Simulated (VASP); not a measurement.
Band gaps of CsPbBr3 (cubic perovskite) from VASP (PAW), without and with spin-orbit coupling. Semilocal levels are at their own relaxed cell, hybrids and mBJ at PBE's; 0.00 means no gap at that level. Unless said otherwise, spin-orbit coupling is left out, though it shifts the bands of the heavy elements here.

The cell of the r2SCAN run:

```xyz
5
Lattice="5.9396 0.0000 0.0000 0.0000 5.9396 0.0000 0.0000 0.0000 5.9396" Properties=species:S:1:pos:R:3 pbc="T T T"
Cs     0.0000     0.0000     0.0000
Pb     2.9698     2.9698     2.9698
Br     2.9698     0.0000     2.9698
Br     0.0000     2.9698     2.9698
Br     2.9698     2.9698     0.0000
```

```json
[
 {"level": "r2SCAN", "gap without SOC (eV)": "2.05", "gap with SOC (eV)": "?", "shift (eV)": "?"}
]
```

**Question.** Some entries are withheld; supply them.

**Answer.** 
- r2SCAN, gap with SOC (eV): 0.95
- r2SCAN, shift (eV): -1.10

Only levels that ran to the end are used. Left out are those held back, those with too coarse a band path, GW runs whose mesh misses a band edge, hybrids' fits of cells that aren't cubic and levels without matching references; a question may draw on a part of the rest.

The compound is CsPbBr3 in the cubic perovskite structure, the ideal cubic form; the compound distorts at low or room temperature. It was relaxed first. Symmetry was kept, so distortions that lower it aren't found.
